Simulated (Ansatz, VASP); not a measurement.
# Si2MoP4 (MoSi2P4 monolayer) in two plane-wave programs, part 2 of 2

Aim: how closely do two programs agree when they are given the same cell, functional and k mesh? The structure shown is the start of the Ansatz relaxation below; VASP solves that cell, so the two are compared at the walk's first step.

VASP 6.6.1 and Ansatz 0.2.0.

So far: Set-up; Ansatz: relaxation, PBE with D3(BJ).

## (3) VASP: single point, PBE with D3(BJ), start cell

Level of this step: PBE with D3(BJ); plane waves and PAW (P, Si, Mo_sv) (VASP).

The same cell, functional, mesh and smearing now go to VASP, with its own data sets.

Lines of VASP's logs that name or quote its potential files are left out, and so is its time.

File INCAR:

```
SYSTEM = Si2MoP4
PREC = Accurate
ENCUT = 400
EDIFF = 1E-06
NELM = 120
ISMEAR = -1
SIGMA = 0.05
LREAL = .FALSE.
ALGO = Normal
GGA = PE
IVDW = 12
NBANDS = 28
LASPH = .TRUE.
LORBIT = 11
LWAVE = .FALSE.
LCHARG = .FALSE.
ISIF = 2
LDIPOL = .TRUE.
IDIPOL = 3
DIPOL = 0.5 0.5 0.5
LVHAR = .TRUE.
GGA_COMPAT = .FALSE.
EFERMI = MIDGAP
NELMDL = -8
KPAR = 2
```

File POSCAR:

```
Si2MoP4
1.0
    3.4800000000      0.0000000000      0.0000000000
   -1.7400000000      3.0137680000      0.0000000000
    0.0000000000      0.0000000000     47.5637230000
P Si Mo
4 2 1
Direct
    0.0000000000      0.0000000000      0.4131299709
    0.3333333333      0.6666666667      0.4710404503
    0.3333333333      0.6666666667      0.5289595287
    0.0000000000      0.0000000000      0.5868700081
    0.3333333333      0.6666666667      0.4266789103
    0.3333333333      0.6666666667      0.5733210687
    0.0000000000      0.0000000000      0.4999999895
```

File KPOINTS:

```
Automatic mesh
0
Gamma
12 12 1
0 0 0
```

Potentials, in the order of the species: P, Si and Mo_sv (PBE family, release 64).

Run with:

```
mpirun -np 2 vasp_std
```

Numbers of over 12 decimals in the logs are rounded to 6 here.

What it wrote:

```text
[banner, memory and clock lines left out]
running    2 mpi-ranks, on    1 nodes
 distrk:  each k-point on    1 cores,    2 groups
 distr:  one band on    1 cores,    1 groups

 POSCAR found type information on POSCAR P SiMo
 POSCAR found :  3 types and       7 ions
 LDA part: xc-table for (Slater+PW92), standard interpolation
 POSCAR, INCAR and KPOINTS ok, starting setup
 FFT: planning ... GRIDC
 FFT: planning ... GRID_SOFT
 FFT: planning ... GRID
 WAVECAR not read
 entering main loop
       N       E                     dE             d eps       ncg     rms          rms(c)
DAV:   1     0.251909244534E+03    0.25191E+03   -0.16034E+04  1368   0.898E+02
DAV:   2    -0.202809963444E+02   -0.27219E+03   -0.26647E+03  1496   0.209E+02
DAV:   3    -0.450016802093E+02   -0.24721E+02   -0.24436E+02  1272   0.624E+01
DAV:   4    -0.457916678398E+02   -0.78999E+00   -0.78331E+00  1616   0.119E+01
DAV:   5    -0.458082870545E+02   -0.16619E-01   -0.16599E-01  1508   0.164E+00
DAV:   6    -0.458089949665E+02   -0.70791E-03   -0.70777E-03  1668   0.306E-01
DAV:   7    -0.458090109735E+02   -0.16007E-04   -0.16006E-04  1552   0.380E-02
DAV:   8    -0.458090112898E+02   -0.31630E-06   -0.31608E-06  1324   0.539E-03    0.232E+01
DAV:   9    -0.442265394285E+02    0.15825E+01   -0.12010E+01  1228   0.164E+01    0.872E+00
DAV:  10    -0.439400509192E+02    0.28649E+00   -0.67903E+00  1316   0.140E+01    0.739E+00
DAV:  11    -0.436477108128E+02    0.29234E+00   -0.22601E+00  1256   0.780E+00    0.144E+00
DAV:  12    -0.436168497073E+02    0.30861E-01   -0.21963E-01  1336   0.251E+00    0.710E-01
DAV:  13    -0.436167341633E+02    0.11554E-03   -0.30098E-02  1584   0.849E-01    0.305E-01
DAV:  14    -0.436166392453E+02    0.94918E-04   -0.69172E-03  1280   0.418E-01    0.128E-01
[...]
DAV:  21    -0.436168540825E+02   -0.42991E-04   -0.35167E-06  1016   0.570E-03    0.852E-03
DAV:  22    -0.436168750358E+02   -0.20953E-04   -0.11747E-06   864   0.321E-03    0.328E-03
DAV:  23    -0.436168849324E+02   -0.98966E-05   -0.39672E-07   804   0.269E-03    0.241E-03
DAV:  24    -0.436168964170E+02   -0.11485E-04   -0.19580E-07   796   0.148E-03    0.115E-03
DAV:  25    -0.436169035504E+02   -0.71334E-05   -0.14601E-07   784   0.135E-03    0.159E-03
DAV:  26    -0.436169063057E+02   -0.27554E-05   -0.34828E-08   692   0.708E-04    0.441E-04
DAV:  27    -0.436169074661E+02   -0.11603E-05   -0.21025E-08   652   0.606E-04    0.689E-04
DAV:  28    -0.436169079381E+02   -0.47208E-06   -0.86683E-09   668   0.328E-04
   1 F= -.46247415E+02 E0= -.46246231E+02  d E =-.236789E-02
```

OUTCAR, selected parts (step 3):

```text
ion  position               nearest neighbor table
   1  0.000  0.000  0.413-   5 2.11   5 2.11   5 2.11
   2  0.333  0.667  0.471-   5 2.11   7 2.44   7 2.44   7 2.44   3 2.75
   3  0.333  0.667  0.529-   6 2.11   7 2.44   7 2.44   7 2.44   2 2.75
   4  0.000  0.000  0.587-   6 2.11   6 2.11   6 2.11
   5  0.333  0.667  0.427-   1 2.11   2 2.11   1 2.11   1 2.11
   6  0.333  0.667  0.573-   4 2.11   3 2.11   4 2.11   4 2.11
   7  0.000  0.000  0.500-   2 2.44   3 2.44   2 2.44   3 2.44   2 2.44   3 2.44

  LATTYP: Found a hexagonal cell.
 ALAT       =     3.4800000000
 C/A-ratio  =    13.6677364943

 Subroutine GETGRP returns: Found 12 space group operations
 (whereof 12 operations were pure point group operations)

The static configuration has the point symmetry D_3h.

 Found     19 irreducible k-points:

   k-points           NKPTS =     19   k-points in BZ     NKDIM =     19   number of bands    NBANDS=     28

   dimension x,y,z NGX =    24 NGY =   24 NGZ =  320
   dimension x,y,z NGXF=    48 NGYF=   48 NGZF=  640

   ENCUT  =  400.0 eV  29.40 Ry    5.42 a.u.   5.67  5.67 77.56*2*pi/ulx,y,z

   NELECT =      42.0000    total number of electrons

 k-points in reciprocal lattice and weights: Automatic mesh
   0.00000000  0.00000000  0.00000000       0.007
   0.08333333 -0.00000000  0.00000000       0.042
   0.16666667  0.00000000  0.00000000       0.042
   0.25000000  0.00000000  0.00000000       0.042
   0.33333333  0.00000000  0.00000000       0.042
   0.41666667 -0.00000000  0.00000000       0.042
   0.50000000  0.00000000  0.00000000       0.021
   0.08333333  0.08333333  0.00000000       0.042
   0.16666667  0.08333333  0.00000000       0.083
[...]
0.33333333  0.25000000  0.00000000       0.083
   0.33333333  0.33333333  0.00000000       0.014

 dipolmoment           0.000000      0.000000      0.000021 electrons x Angstroem

 average (electrostatic) potential at core
       1 -90.6849       2 -90.1492       3 -90.1491       4 -90.6846       5 -92.1592
       6 -92.1590       7 -83.3719

 E-fermi :  -1.9555

 k-point     1 :       0.0000    0.0000    0.0000
  band No.  band energies     occupation
    ...
     17      -4.6442      2.00000
     18      -3.4081      2.00000
     19      -3.4081      2.00000
     20      -2.5998      1.99999
     21      -2.0964      1.88734
     22      -0.2329      0.00000
     23      -0.2329      0.00000
     24      -0.0535      0.00000
     25      -0.0535      0.00000
     26       0.3829      0.00000
    ...

 k-point     2 :       0.0833   -0.0000    0.0000
  band No.  band energies     occupation
    ...
     17      -4.6536      2.00000
     18      -3.5411      2.00000
     19      -3.5209      2.00000
     20      -2.5351      1.99998
     21      -2.0981      1.89078
     22      -0.3105      0.00000
     23      -0.1641      0.00000
     24       0.0496      0.00000
     25       0.1887      0.00000
     26       0.8437      0.00000
    ...

 k-point     3 :       0.1667    0.0000    0.0000
  band No.  band energies     occupation
    ...
     17      -4.4460      2.00000
     18      -3.7976      2.00000
     19      -3.7873      2.00000
     20      -2.7143      2.00000
     21      -2.3862      1.99964
     22      -0.5300      0.00000
     23      -0.5238      0.00000
     24       0.4655      0.00000
     25       0.6779      0.00000
     26       0.9502      0.00000
    ...

 Edisp (eV)   -2.63051

  Total       5.73817     5.73817    16.96190     0.00000    -0.00000     0.00000
  in kB      18.42973    18.42972    54.47788     0.00000    -0.00000     0.00000
  external pressure =       30.45 kB  Pullay stress =        0.00 kB

  energy-cutoff  :      400.00
  volume of cell :      498.84
      direct lattice vectors                 reciprocal lattice vectors
     3.480000000  0.000000000  0.000000000     0.287356322  0.165905272  0.000000000
    -1.740000000  3.013768000  0.000000000     0.000000000  0.331810544  0.000000000
     0.000000000  0.000000000 47.563723000     0.000000000  0.000000000  0.021024427

 POSITION                                       TOTAL-FORCE (eV/Angst)
 -----------------------------------------------------------------------------------
      0.00000      0.00000     19.65000         0.000000      0.000000     -3.487604
     -0.00000      2.00918     22.40444        -0.000000     -0.000000      1.765736
     -0.00000      2.00918     25.15928        -0.000000     -0.000000     -1.765736
      0.00000      0.00000     27.91372         0.000000      0.000000      3.487604
     -0.00000      2.00918     20.29444         0.000000      0.000000      0.984256
     -0.00000      2.00918     27.26928         0.000000     -0.000000     -0.984256
      0.00000      0.00000     23.78186         0.000000     -0.000000     -0.000000
 -----------------------------------------------------------------------------------
    total drift:                               -0.000000     -0.000010      0.002915

  FREE ENERGIE OF THE ION-ELECTRON SYSTEM (eV)
  ---------------------------------------------------
  free  energy   TOTEN  =       -46.2474145951 eV

  energy  without entropy=      -46.2450467065  energy(sigma->0) =      -46.24623065

 vacuum level on the upper side and lower side of the slab         3.093         3.092

 total charge
# of ion       s       p       d       tot
------------------------------------------
    1        1.018   1.675   0.000   2.694
    2        1.031   1.552   0.000   2.583
    3        1.031   1.552   0.000   2.583
    4        1.018   1.675   0.000   2.694
    5        0.744   1.026   0.000   1.770
    6        0.744   1.026   0.000   1.770
    7        2.290   6.195   4.042  12.527
--------------------------------------------------
tot          7.877  14.702   4.042  26.621

[... 3 further parts left out ...]
```

## (4) Comparison

Known differences besides the potentials themselves: Ansatz cuts the interaction across the vacuum, VASP repeats the sheet with a dipole correction; the cutoff is 420 eV in Ansatz and 400 eV in VASP. Total energies have different zeros and are not compared.

Forces (eV/Å; atoms numbered as in POSCAR):

| atom | Ansatz x, y, z | VASP x, y, z |
| --- | --- | --- |
| P1 | 0.000, 0.000, -3.492 | 0.000, 0.000, -3.488 |
| P2 | 0.000, 0.000, 1.786 | 0.000, 0.000, 1.766 |
| P3 | 0.000, 0.000, -1.786 | 0.000, 0.000, -1.766 |
| P4 | 0.000, 0.000, 3.492 | 0.000, 0.000, 3.488 |
| Si5 | 0.000, 0.000, 0.971 | 0.000, 0.000, 0.984 |
| Si6 | 0.000, 0.000, -0.971 | 0.000, 0.000, -0.984 |
| Mo7 | 0.000, 0.000, 0.000 | 0.000, 0.000, 0.000 |

The forces differ by 7.7 meV/Å r.m.s., which is 0.6 % of the r.m.s. force of 1.244 eV/Å (both taken over all components). With vacuum in the cell, a pressure given here is an average over mostly empty space and none of the material.

## (5) Summary of results

| Property | Result |
| --- | --- |
| r.m.s. force difference (single point, PBE with D3(BJ), start cell) | 0.62 % of the r.m.s. force |

**Reading.** The r.m.s. force difference is 0.62 % of the r.m.s. force (single point, PBE with D3(BJ), start cell), within the 3 % picked in this series as the mark of a large difference. 1 further run of this series is not shown here. Such differences can come from data sets, numerical settings and the points named under the comparisons, not from the functional's error against experiment.

[Lines on the potential files, build, host, timing and source positions are cut from VASP's logs without a mark.]

[Logs are printed without paths, hosts, clocks, repeated set-up lines and the standing remarks that a program may print on its own settings, such as how far it seeks lower states.]

[Hosts, paths, dates, database ids (printed as entryN), source tags and the programs' standing remarks are cut or masked in the printed files.]
